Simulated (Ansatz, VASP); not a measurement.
## Cross-check of SiC (Moissanite) between VASP and Ansatz

One calculation is typed for both programs; each brings its own data sets. How far apart do they land? Of the first pair: The two relaxations start from unlike cells of this crystal (the structure described is Ansatz's start), so only their ends are compared.

Main program and level: Ansatz 0.2.0; plane waves, with VASP 6.6.1 beside it; relaxation of cell and atoms at PBE and zone-centre phonons at r2SCAN.

## (1) Starting point

It takes space group P6_3mc (No. 186, hexagonal). Conventional cell: a = 3.056 Å, b = 3.056 Å, c = 5.016 Å, α = 90.00°, β = 90.00°, γ = 120.00°. Nearest to Si lie 4 C at 1.87 to 1.89 Å. Nearest to C lie 4 Si at 1.87 to 1.89 Å. Farther neighbours are not listed.

## (2) Ansatz: relaxation of cell and atoms, PBE

Ansatz runs on its PAW soft_1 files.

The relaxed volume is the usual yardstick between codes: in a stiff, nearly cubic crystal its relative difference is about their pressure difference at one cell divided by the bulk modulus.

input.yaml

```yaml
crystal:
  lattice:
    - [3.0564521919, 0.0, 0.0]
    - [-1.5282260959, 2.6469652437, 0.0]
    - [0.0, 0.0, 5.0158810915]
  atoms:
    - { symbol: Si, position: [0.3333333333, 0.6666666667, 0.0045896652] }
    - { symbol: Si, position: [0.6666666667, 0.3333333333, 0.5045896652] }
    - { symbol: C, position: [0.3333333333, 0.6666666667, 0.3804103348] }
    - { symbol: C, position: [0.6666666667, 0.3333333333, 0.8804103348] }
kpoints:
  mp_grid: { grid: [9, 9, 6] }
hamiltonian:
  xc: pbe
  pseudopotentials: { kind: paw, azcp: { folder: soft_1 } }
scf:
  occupations: { method: fixed }
output:
  forces: true
  stress: true
  eigenvalues: true
  write_density: true
  write_potential: true
  elf: true
  volumetric_format: npy
relax:
  adjacent_minimum: "off"
  f_tol: 0.001
  max_steps: 60
  cell: { stress_tol: 0.01 }
```

Run with:

```console
ansatz run input.yaml --threads 8 --pin off --max-ram 16384MiB --backend cpu --events-out ev --progress --plain --runs-dir out
```

Numbers of over 12 decimals in the logs are rounded to 6 here.

Log:

```text
Engine: ansatz 0.2.0, aarch64-unknown-linux-gnu
Pseudopotentials: kind: paw
Pseudopotential: Si, paw, valence charge 4, recommended cutoff 420 eV (normal), soft_1/Si.paw.azcp
Pseudopotential: C, paw, valence charge 4, recommended cutoff 420 eV (normal), soft_1/C.paw.azcp
Functional definition: PBE
  parameter kappa = 0.804
  parameter beta = 0.066725
  exchange = pbe_x(kappa = kappa, mu = beta*pi^2/3)
  correlation = pbe_c(beta = beta)
Crystal: 4 atoms, lattice volume = 40.580 Å³
Basis set: ecut = 420 eV, 785 PW (Γ), exchange–correlation on 48×48×72 points (8 copies of the dense FFT grid, shifted against one another)
Bands: 12, of which v1, the nominal top of the filled ones, is band 8 counted from 1 (7 counted from 0)
Symmetry: 12 space group operations
Space group: P63mc (ITA 186), of the structure as read, at distance tolerance 3.4e-5 Å
k-points: 48 of 486 (time reversal used)
Non-local potential: Si, projectors of the file, l = 0: 2, l = 1: 2, l = 2: 1
Non-local potential: C, projectors of the file, l = 0: 2, l = 1: 2, l = 2: 1
PAW form: soft (Blöchl's): semilocal exchange-correlation on the pseudo side does not see the compensation charge
PAW one-centre angular grid: Si, 110 points (default); XC on 64 Gauss nodes
PAW one-centre angular grid: C, 110 points (default); XC on 64 Gauss nodes
Initial density: superposition of atomic densities (chi_scale 0.1, normalization cell, long waves kept (reshape's long-wave potential 0.00 eV rms))
Initial wavefunctions: pseudopotential atomic-orbital guess
Functional: x = pbe(κ = 0.804, μ = 0.219515), c = pbe(β = 0.066725)
SCF iter   1: F=—  HF=-1777.404691 eV  |F-HF|=—  |Δ(HF+E_count)|=         —  Δρ=1.42e-1  dr2=9.96e0  ethr=3.10e-3  ⟨swp⟩=4.2  Hψ=3361  notcnv=0  defer=78
preconditioner: auto → none  [insulator: Δε(μ)=4.383 eV  Ē_g=12.945 eV  n_scr=2 (ndim 8)  ℏωp=23.3 eV  f_vac=0.000  ε∞_Penn≈4.2]
SCF iter   2: F=—  HF=-1774.424163 eV  |F-HF|=—  |Δ(HF+E_count)|=    2.98e0  Δρ=4.89e-2  dr2=5.82e-1  ethr=3.10e-3  ⟨swp⟩=3.8  Hψ=1790  notcnv=0  defer=81
SCF iter   3: F=—  HF=-1774.284072 eV  |F-HF|=—  |Δ(HF+E_count)|=   1.40e-1  Δρ=1.97e-2  dr2=8.13e-2  ethr=3.10e-3  ⟨swp⟩=2.5  Hψ=1186  notcnv=0  defer=90
SCF iter   4: F=—  HF=-1774.279636 eV  |F-HF|=—  |Δ(HF+E_count)|=   4.44e-3  Δρ=1.55e-3  dr2=6.77e-4  ethr=5.08e-4  ⟨swp⟩=2.0  Hψ=675  notcnv=0  defer=93
SCF iter   5: F=—  HF=-1774.279862 eV  |F-HF|=—  |Δ(HF+E_count)|=   2.27e-4  Δρ=2.27e-4  dr2=7.26e-6  ethr=4.23e-6  ⟨swp⟩=2.5  Hψ=1047  notcnv=0  defer=93
SCF iter   6: F=—  HF=-1774.279824 eV  |F-HF|=—  |Δ(HF+E_count)|=   3.84e-5  Δρ=5.67e-5  dr2=7.39e-7  ethr=4.54e-8  ⟨swp⟩=2.0  Hψ=960  notcnv=0  defer=15
SCF iter   7: F=-1774.279824 eV  HF=-1774.279824 eV  |F-HF|=7.95e-9  |Δ(HF+E_count)|=   2.30e-7  Δρ=1.09e-5  dr2=2.23e-8  ethr=6.25e-10  ⟨swp⟩=11.6  Hψ=5181  notcnv=0
SCF 1 converged in 7 iterations: F = -1774.279824 eV  dr2 = 2.23e-8
  greatest PAW one-centre occupation: 0.650 electrons in one spin orbital (limit 2), on the C atom at site 3 (counted from 0), in its partial waves of l = 0
relax step   1: F+E_penalty+E_count = -1774.27982364 eV  Δ(F+E_penalty+E_count) = +0.000e0 eV  max|allowed force component| = 4.174e-3 eV/Å  Δτ_max = 0.0000 Å  P = +7.926 GPa  Ω = 40.580 Å³  (7 SCF iters, dr2 threshold 1.00e-7 eV, accepted)
[...]
relax step   6: F+E_penalty+E_count = -1774.31268131 eV  Δ(F+E_penalty+E_count) = -1.337e-7 eV  max|allowed force component| = 2.573e-5 eV/Å  Δτ_max = 0.0000 Å  P = -0.000 GPa  Ω = 41.998 Å³  energy of the carried Pulay correction = -1.249e-3 eV  (4 SCF iters, dr2 threshold 1.03e-10 eV, accepted)
[...]
relax step   7: F+E_penalty+E_count = -1774.31419761 eV  Δ(F+E_penalty+E_count) = -1.516e-3 eV  max|allowed force component| = 5.836e-5 eV/Å  Δτ_max = 0.0000 Å  P = +0.063 GPa  Ω = 41.998 Å³  stress off target by 6.37e-2 GPa  SCF on the basis re-selected at this cell (its energy is not comparable with the rows above)  (6 SCF iters)
[...]
relax step   8: F+E_penalty+E_count = -1774.31418917 eV  Δ(F+E_penalty+E_count) = +8.443e-6 eV  max|allowed force component| = 3.498e-5 eV/Å  Δτ_max = 0.0000 Å  P = +0.000 GPa  Ω = 42.010 Å³  energy of the carried Pulay correction = -1.088e-5 eV  (4 SCF iters, dr2 threshold 1.02e-8 eV, accepted)
[...]
relax step   9: F+E_penalty+E_count = -1774.31420242 eV  Δ(F+E_penalty+E_count) = -1.325e-5 eV  max|allowed force component| = 3.418e-5 eV/Å  Δτ_max = 0.0000 Å  P = +0.001 GPa  Ω = 42.010 Å³  stress off target by 8.50e-4 GPa  SCF on the basis re-selected at this cell (its energy is not comparable with the rows above)  (5 SCF iters)
basis re-selected at this cell: Δ(F+E_penalty+E_count) = -1.325e-5 eV, ΔP = +0.000 GPa vs the last step (what re-selecting the basis moved, of the pressure what is left beyond the Pulay correction that the steps carried, after the strain that the cell walked since its last selection, with what the two solves' SCF thresholds leave and, on support functions, any second-order correction that the steps lacked; it is no m [...]
SCF converged after 5 iterations
Free energy (F): -1774.314202 eV
Harris-Foulkes:  -1774.314202 eV  (|F-HF|=4.55e-13)
Internal energy: -1774.314202 eV  (E = F + TS)
E sigma→0 (E₀):  -1774.314202 eV
Fermi energy:    9.437258 eV
--- Per-component energies (eV) ---
  E_band       = 55.060379
  E_kinetic    = 265.260835
  E_local      = -194.521529  (includes V_loc(G=0)·N_el)
  E_nonlocal   = 89.965014
  E_hartree    = 64.881113
  E_xc         = -210.868373
  E_vxc        = -216.785184  (∫ρ·V_xc dr)
  E_paw        = -1223.128870  (= ΣΔE_a)
  E_vpaw       = -18.621087  (= ΣTr[D̂ρ^β])
  E_aug_tail   = 0.000106  (compensation charges beyond the density's cutoff)
  E_ewald      = -565.902500
  E_smearing   = -0.000000  (= −TS)
  E_closure    = -0.000000  (closes the sum)
  Σ components = -1774.314202   (vs F -1774.314202, Δ=0.00e0)
--- Forces (eV/Å), atoms counted from 1 ---
  atom   1  Si    -0.00000000     0.00000000    -0.00003451
  atom   2  Si     0.00000000    -0.00000000    -0.00003451
  atom   3  C     -0.00000000     0.00000000     0.00003384
  atom   4  C     -0.00000000     0.00000000     0.00003384
  max |Σ_I F_I| component: 1.34e-6 eV/Å
--- Stress (GPa, compression-positive) ---
        0.000850      -0.000000      -0.000000
        0.000000       0.000850      -0.000000
       -0.000000      -0.000000       0.000266
  P = ⅓ Tr σ = 0.0007 GPa (0.007 kbar)
--- Band table (eV; the first three rows and the last of 48) ---
  k-point 0: bands = [... 4 lower, 8.1272, 9.3284, 9.4373, 9.4373, 14.1040, 15.4601, 16.0128, 16.0128]
  k-point 1: bands = [... 4 lower, 8.2025, 8.5927, 9.3348, 9.3348, 14.2293, 16.0052, 16.0618, 16.0618]
  k-point 2: bands = [... 4 lower, 8.4162, 8.4162, 9.0671, 9.0671, 14.5996, 15.9394, 16.2695, 16.2695]
  k-point 47: bands = [... 4 lower, 3.8747, 3.8747, 7.7094, 7.7094, 14.4317, 14.4317, 15.4287, 15.4287]
--- Relaxed structure (7 steps of the walk, 7 accepted, 2 SCFs on fresh bases) ---
  F+E_penalty+E_count = -1774.31420242 eV   max|allowed force component| = 3.418e-5 eV/Å   (the final SCF, on the basis selected at the relaxed cell)
  cell:  # Å, volume = 42.0101 Å³
    - [3.091922, -2.920252036506922e-11, 0]
    - [-1.545961, 2.677683, 0]
    - [0, 0, 5.074186]
  atoms:
    - { symbol: Si, position: [0.333333, 0.666667, 0.00457947] }
    - { symbol: Si, position: [0.666667, 0.333333, 0.504579] }
    - { symbol: C, position: [0.333333, 0.666667, 0.380421] }
    - { symbol: C, position: [0.666667, 0.333333, 0.880421] }
```

## (3) VASP: relaxation of cell and atoms, PBE

Its own start cell and the same functional and mesh now go to VASP, with its own data sets.

Lines of VASP's logs that name or quote its potential files are left out, and so is its time.

INCAR

```
SYSTEM = SiC
PREC = Accurate
ENCUT = 600
EDIFF = 1E-07
NELM = 120
ISMEAR = 0
SIGMA = 0.01
LREAL = .FALSE.
ALGO = Normal
GGA = PE
NBANDS = 14
LORBIT = 11
LWAVE = .FALSE.
LCHARG = .FALSE.
ISIF = 3
IBRION = 2
NSW = 80
EDIFFG = -0.005
LASPH = .TRUE.
GGA_COMPAT = .FALSE.
NELMIN = 4
EFERMI = MIDGAP
KPAR = 2
```

POSCAR

```
SiC
1.0
    3.0914322983      0.0000000000      0.0000000000
   -1.5457161492      2.6772588243      0.0000000000
    0.0000000000      0.0000000000      5.0734273489
Si C
2 2
Direct
    0.3333331443      0.6666666666      0.0045794155
    0.6666664777      0.3333333332      0.5045794155
    0.3333331443      0.6666666666      0.3804206473
    0.6666664777      0.3333333332      0.8804206474
```

KPOINTS

```
Automatic mesh
0
Gamma
9 9 6
0 0 0
```

PAW data sets: Si and C (PBE family, release 64).

Run with:

```console
mpirun -np 2 vasp_std
```

Log:

```text
[banner, memory and clock lines left out]
running    2 mpi-ranks, on    1 nodes
 distrk:  each k-point on    1 cores,    2 groups
 distr:  one band on    1 cores,    1 groups

 POSCAR found type information on POSCAR SiC
 POSCAR found :  2 types and       4 ions
 LDA part: xc-table for (Slater+PW92), standard interpolation
 POSCAR, INCAR and KPOINTS ok, starting setup
 FFT: planning ... GRIDC
 FFT: planning ... GRID_SOFT
 FFT: planning ... GRID
 WAVECAR not read
 entering main loop
       N       E                     dE             d eps       ncg     rms          rms(c)
DAV:   1     0.343821885516E+02    0.34382E+02   -0.78429E+03  1344   0.114E+03
DAV:   2    -0.305632217875E+02   -0.64945E+02   -0.58319E+02  1910   0.177E+02
DAV:   3    -0.337224309871E+02   -0.31592E+01   -0.31393E+01  1854   0.374E+01
DAV:   4    -0.337535162791E+02   -0.31085E-01   -0.31079E-01  1518   0.446E+00
DAV:   5    -0.337539103647E+02   -0.39409E-03   -0.39402E-03  1860   0.478E-01    0.123E+01
DAV:   6    -0.301995153817E+02    0.35544E+01   -0.84365E+00  1722   0.178E+01    0.550E+00
DAV:   7    -0.301296790396E+02    0.69836E-01   -0.10592E+00  1842   0.630E+00    0.242E+00
DAV:   8    -0.301137449917E+02    0.15934E-01   -0.52178E-02  1554   0.154E+00    0.604E-01
DAV:   9    -0.301123029094E+02    0.14421E-02   -0.83663E-03  1764   0.640E-01    0.128E-01
DAV:  10    -0.301125910384E+02   -0.28813E-03   -0.87652E-04  1674   0.191E-01    0.577E-02
DAV:  11    -0.301126181155E+02   -0.27077E-04   -0.10647E-04  1542   0.786E-02    0.133E-02
DAV:  12    -0.301126194059E+02   -0.12904E-05   -0.52191E-06  1800   0.164E-02    0.348E-03
DAV:  13    -0.301126199459E+02   -0.54003E-06   -0.34504E-07  1560   0.417E-03    0.230E-03
DAV:  14    -0.301126199807E+02   -0.34788E-07   -0.10073E-08  1014   0.783E-04
   1 F= -.30112620E+02 E0= -.30112620E+02  d E =-.301126E+02
 curvature:   0.00 expect dE= 0.000E+00 dE for cont linesearch  0.000E+00
 trial: gam= 0.00000 g(F)=  0.230E-09 g(S)=  0.147E-04 ort = 0.000E+00 (trialstep = 0.100E+01)
 search vector abs. value=  0.147E-04
 bond charge predicted
       N       E                     dE             d eps       ncg     rms          rms(c)
DAV:   1    -0.301126258630E+02   -0.59171E-05   -0.23208E-04  1464   0.121E-01    0.189E-02
DAV:   2    -0.301126216997E+02    0.41633E-05   -0.85127E-06  1614   0.209E-02    0.916E-03
DAV:   3    -0.301126210881E+02    0.61157E-06   -0.22006E-06  1638   0.945E-03    0.188E-03
DAV:   4    -0.301126211085E+02   -0.20348E-07   -0.23632E-07  1300   0.307E-03
   2 F= -.30112621E+02 E0= -.30112621E+02  d E =-.112775E-05
 trial-energy change:   -0.000001  1 .order   -0.000000   -0.000015    0.000014
 step:   0.5535(harm=  0.5087)  dis= 0.00000  next Energy=   -30.112624 (dE=-0.423E-05)
 reached required accuracy - stopping structural energy minimisation
```

OUTCAR, selected parts (step 3):

```text
ion  position               nearest neighbor table
   1  0.333  0.667  0.005-   4 1.89   4 1.89   4 1.89   3 1.91   2 3.10   2 3.10   2 3.10   2 3.10
                             2 3.10   2 3.10
   2  0.667  0.333  0.505-   3 1.89   3 1.89   3 1.89   4 1.91   1 3.10   1 3.10   1 3.10   1 3.10
                             1 3.10   1 3.10
   3  0.333  0.667  0.380-   2 1.89   2 1.89   2 1.89   1 1.91
   4  0.667  0.333  0.880-   1 1.89   1 1.89   1 1.89   2 1.91

  LATTYP: Found a hexagonal cell.
 ALAT       =     3.0914322983
 C/A-ratio  =     1.6411251677

 Subroutine GETGRP returns: Found 12 space group operations
 (whereof  6 operations were pure point group operations)

The static configuration has the point symmetry C_3v.
 The point group associated with its full space group is C_6v.

 Found     48 irreducible k-points:

   k-points           NKPTS =     48   k-points in BZ     NKDIM =     48   number of bands    NBANDS=     14

   dimension x,y,z NGX =    28 NGY =   28 NGZ =   42
   dimension x,y,z NGXF=    56 NGYF=   56 NGZF=   84

   ENCUT  =  600.0 eV  44.10 Ry    6.64 a.u.   6.17  6.17 10.13*2*pi/ulx,y,z

   NELECT =      16.0000    total number of electrons

 k-points in reciprocal lattice and weights: Automatic mesh
   0.00000000  0.00000000  0.00000000       0.002
   0.11111111  0.00000000  0.00000000       0.012
   0.22222222 -0.00000000  0.00000000       0.012
   0.33333333  0.00000000  0.00000000       0.012
   0.44444444 -0.00000000  0.00000000       0.012
   0.11111111  0.11111111  0.00000000       0.012
   0.22222222  0.11111111  0.00000000       0.025
   0.33333333  0.11111111  0.00000000       0.025
   0.44444444  0.11111111  0.00000000       0.012
[...]
0.33333333  0.22222222  0.50000000       0.025
   0.33333333  0.33333333  0.50000000       0.004

 average (electrostatic) potential at core
       1 -80.5701       2 -80.5701       3 -44.9637       4 -44.9637

 E-fermi :   9.2482

 k-point     1 :       0.0000    0.0000    0.0000
  band No.  band energies     occupation
    ...
      4       6.7875      2.00000
      5       6.7875      2.00000
      6       7.9875      2.00000
      7       8.0974      2.00000
      8       8.0974      2.00000
      9      12.7816      0.00000
     10      14.1549      0.00000
     11      14.6793      0.00000
     12      14.6793      0.00000
     13      15.7234      0.00000
    ...

 k-point     2 :       0.1111    0.0000    0.0000
  band No.  band energies     occupation
    ...
      4       5.6621      2.00000
      5       6.4391      2.00000
      6       7.3138      2.00000
      7       7.8401      2.00000
      8       7.9733      2.00000
      9      13.2622      0.00000
     10      14.2812      0.00000
     11      14.7686      0.00000
     12      15.0950      0.00000
     13      15.8230      0.00000
    ...

 k-point     3 :       0.2222   -0.0000    0.0000
  band No.  band energies     occupation
    ...
      4       3.5485      2.00000
      5       5.6127      2.00000
      6       5.7620      2.00000
      7       7.2997      2.00000
      8       7.6023      2.00000
      9      12.3628      0.00000
     10      14.2983      0.00000
     11      15.1020      0.00000
     12      15.6581      0.00000
     13      15.8900      0.00000
    ...

  Total        0.0198712      0.0198712      0.0187335     -0.0000000     -0.0000000     -0.0000000
  in kB        0.7587523      0.7587523      0.7153099     -0.0000000     -0.0000000     -0.0000000
  external PRESSURE =       0.7442715 kB  Pullay stress =       0.0000000 kB

  energy-cutoff  :      600.00
  volume of cell :       41.96
      direct lattice vectors                 reciprocal lattice vectors
     3.090671205  0.000000000  0.000000000     0.323554313  0.186804176  0.000000000
    -1.545335603  2.676599698  0.000000000    -0.000000000  0.373608351 -0.000000000
    -0.000000000  0.000000000  5.072219972     0.000000000  0.000000000  0.197152333

 POSITION                                       TOTAL-FORCE (eV/Angst)
 -----------------------------------------------------------------------------------
     -0.00000      1.78440      0.02323        -0.000000     -0.000000      0.000160
      1.54534      0.89220      2.55934        -0.000000      0.000000      0.000160
     -0.00000      1.78440      1.92958         0.000000      0.000000     -0.000160
      1.54534      0.89220      4.46569        -0.000000      0.000000     -0.000160
 -----------------------------------------------------------------------------------
    total drift:                                0.000360     -0.000006     -0.000059

  FREE ENERGIE OF THE ION-ELECTRON SYSTEM (eV)
  ---------------------------------------------------
  free  energy   TOTEN  =       -30.1126211085 eV

  energy  without entropy=      -30.1126211085  energy(sigma->0) =      -30.11262111

 reached required accuracy - stopping structural energy minimisation

 total charge
# of ion       s       p       d       tot
------------------------------------------
    1        0.707   0.957   0.000   1.664
    2        0.707   0.957   0.000   1.664
    3        0.834   1.699   0.000   2.533
    4        0.834   1.699   0.000   2.533
--------------------------------------------------
tot          3.083   5.311   0.000   8.394

[... 3 further parts left out ...]
```

CONTCAR:

```
SiC
   1.00000000000000
     3.0906712050636669    0.0000000000000142    0.0000000000000000
    -1.5453356025818088    2.6765996982818456    0.0000000000000000
    -0.0000000000000000    0.0000000000000000    5.0722199723646471
  Si              C
     2     2
Direct
     0.3333331442999992    0.6666666666000012    0.0045797436227464
     0.6666664776999980    0.3333333332000024    0.5045797436227464
     0.3333331442999992    0.6666666666000012    0.3804203191772497
     0.6666664776999980    0.3333333332000024    0.8804203192772515
```

## (4) Side by side

Known differences besides the potentials themselves: fixed occupations in Ansatz, narrow Gaussian smearing in VASP; the cutoff is 420 eV in Ansatz and 600 eV in VASP; Ansatz adds a Pulay correction to the stress that steers its cell, VASP none. Total energies have different zeros and are not compared.

Both answers:

```csv
quantity,Ansatz,VASP,difference
volume (Å³),42.01,41.96,+0.12 %
"edge a after relaxation, in the typed setting (Å)",3.092,3.091,+0.04 %
"edge c after relaxation, in the typed setting (Å)",5.074,5.072,+0.04 %
```

(Part 1 of 2 ends here.)

[Lines on the potential files, build, host, timing and source positions are cut from VASP's logs without a mark.]

[Logs are printed without paths, hosts, clocks, repeated set-up lines and the standing remarks that a program may print on its own settings, such as how far it seeks lower states.]

[Hosts, paths, dates, database ids (printed as entryN), source tags and the programs' standing remarks are cut or masked in the printed files.]
